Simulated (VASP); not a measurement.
**GaAs: electric field gradients with PBE**

The system is GaAs.

```
Ga As
1.0
     0.00000    2.83357    2.81237
     2.83357    0.00000    2.81237
     2.83357    2.83357    0.00000
Ga As
1 1
Direct
  0.00000 0.00000 0.00000
  0.25000 0.25000 0.25000
```

The cell was built by a generator and isn't the measured one.

| Item | Value |
| --- | --- |
| Program | VASP 6.6.1 |
| Task | electric field gradients |
| Functional | PBE |
| Potentials or basis | VASP PAW PBE potentials, release 64 (Ga_d, As) |
| Cutoff | 600 eV |
| k mesh | 12 × 12 × 12 |
| Occupations | gaussian, width 0.02 eV |
| Spin | no spin polarisation |
| Further INCAR settings | ALGO = Fast; EDIFF = 1e-08 |

| Item | Value |
| --- | --- |
| Pressure | 3.5 GPa |
| Band gap on the k mesh | 0.49 eV, direct |

Stress tensor (GPa, compression positive):
```
3.35 0.00 0.00
0.00 3.35 0.00
0.00 0.00 3.79
```

Levels at points of the mesh, in eV from the valence-band top:
```csv
k point,band 6,band 7,band 8,band 9,band 10,band 11,band 12,band 13
"(0.00, 0.00, 0.00)",-12.76,-0.04,-0.04,0.00,0.49,3.69,3.71,3.71
"(0.50, 0.00, 0.00)",-10.99,-6.67,-1.20,-1.14,0.97,4.58,4.63,7.73
"(0.50, 0.50, 0.00)",-10.23,-6.82,-2.74,-2.74,1.40,1.58,10.14,10.16
"(0.50, 0.00, 0.50)",-10.26,-6.86,-2.69,-2.69,1.45,1.65,10.13,10.32
```

Electric field gradients, principal values (V/Å²):
| atom | Vxx | Vyy | Vzz |
| --- | --- | --- | --- |
| 1 Ga | -0.604 | -0.609 | 1.213 |
| 2 As | 0.896 | 0.896 | -1.792 |

It took 61 s on 1 thread of Intel(R) Xeon(R) Platinum 8488C (Sapphire Rapids), on a shared host, peak memory 0.28 GiB.

A k mesh can miss the band edges. A hybrid or GW would open this gap; PBE tends to underestimate it.
